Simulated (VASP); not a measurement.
A run of VASP 6.6.1:

The input INCAR:

```
SYSTEM = ScInTeSe
PREC = Normal
ENCUT = 520
EDIFF = 1E-5
ISMEAR = 0
SIGMA = 0.15
LREAL = Auto
LASPH = .TRUE.
NELM = 80
ALGO = Fast
ISIF = 2
LWAVE = .FALSE.
LCHARG = .FALSE.
GGA = PE
```

File KPOINTS:

```
regular mesh
0
G
  6 6 2
  0 0 0
```

File POSCAR:

```
ScInTeSe
1.0
    4.0643600000      0.0000000000      0.0000000000
   -2.0321800000      3.5198390000      0.0000000000
    0.0000000000      0.0000000000     15.8537300000
Sc In Te Se
2 2 2 2
Direct
    0.0000000000      0.0000000000      0.2637020000
    0.0000000000      0.0000000000      0.7362980000
    0.3333330000      0.6666670000      0.5000000000
    0.6666670000      0.3333330000      0.0000000000
    0.3333330000      0.6666670000      0.1519350000
    0.3333330000      0.6666670000      0.8480650000
    0.6666670000      0.3333330000      0.3549970000
    0.6666670000      0.3333330000      0.6450030000
```

Potentials or basis: VASP PAW PBE potentials, release 64 (Sc_sv, In_d, Te, Se).

Launch:

```console
$ cat potpaw_PBE.64/Sc_sv/POTCAR potpaw_PBE.64/In_d/POTCAR potpaw_PBE.64/Te/POTCAR potpaw_PBE.64/Se/POTCAR > POTCAR
$ mpirun -np 1 vasp_std > vasp.out
```

Hardware: 1 thread of Intel(R) Xeon(R) Platinum 8488C (Sapphire Rapids) (shared host).

**Question.** How long does it take, and how much memory?

**Answer.** Wall time 95 s on 1 thread of Intel(R) Xeon(R) Platinum 8488C (Sapphire Rapids), on a shared host, peak memory 0.27 GiB. Counts: scf iterations 24, k points 14.
